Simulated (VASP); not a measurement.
OSZICAR of a VASP run on GaAs (zinc blende):

### OSZICAR
```
       N       E                     dE             d eps       ncg     rms          rms(c)
DAV:   1     0.792188614917E+02    0.79219E+02   -0.94592E+03   762   0.189E+03
DAV:   2    -0.218123565148E+01   -0.81400E+02   -0.78871E+02   799   0.324E+02
DAV:   3    -0.838755431604E+01   -0.62063E+01   -0.61716E+01   944   0.752E+01
DAV:   4    -0.849161779022E+01   -0.10406E+00   -0.10403E+00   877   0.108E+01
DAV:   5    -0.849334264018E+01   -0.17248E-02   -0.17248E-02   934   0.119E+00    0.289E+00
DAV:   6    -0.834157319228E+01    0.15177E+00   -0.27133E-01  1166   0.993E+00    0.174E+00
DAV:   7    -0.831886458749E+01    0.22709E-01   -0.71710E-02   977   0.218E+00    0.561E-01
DAV:   8    -0.831877873420E+01    0.85853E-04   -0.10069E-02   879   0.140E+00    0.978E-02
DAV:   9    -0.831909175544E+01   -0.31302E-03   -0.98036E-04   913   0.433E-01    0.535E-02
DAV:  10    -0.831914205738E+01   -0.50302E-04   -0.70350E-05  1002   0.981E-02    0.294E-02
DAV:  11    -0.831918155753E+01   -0.39500E-04   -0.55201E-05   829   0.680E-02    0.296E-03
DAV:  12    -0.831918182808E+01   -0.27055E-06   -0.10840E-06   912   0.169E-02    0.130E-03
DAV:  13    -0.831918211230E+01   -0.28422E-06   -0.38603E-07   859   0.520E-03    0.611E-04
DAV:  14    -0.831918209699E+01    0.15311E-07   -0.79052E-09   482   0.124E-03
   1 F= -.83191821E+01 E0= -.83191821E+01  d E =-.163148E-09
```

**Question.** Which electronic solver shows in the log?

**Answer.** It is blocked Davidson (ALGO = Normal, or the opening steps of other solvers). The INCAR had ALGO = Normal.

**Question.** Can the final energy be trusted as converged?

**Answer.** The run converged. It stopped with EDIFF = 1E-7, NELM = 100 (PW91 GGA, plane waves, VASP's PBE PAW potentials (set 64)).

The compound is GaAs in the zinc blende structure. This cell is one point of a volume scan, at 0.97 of the reference volume.
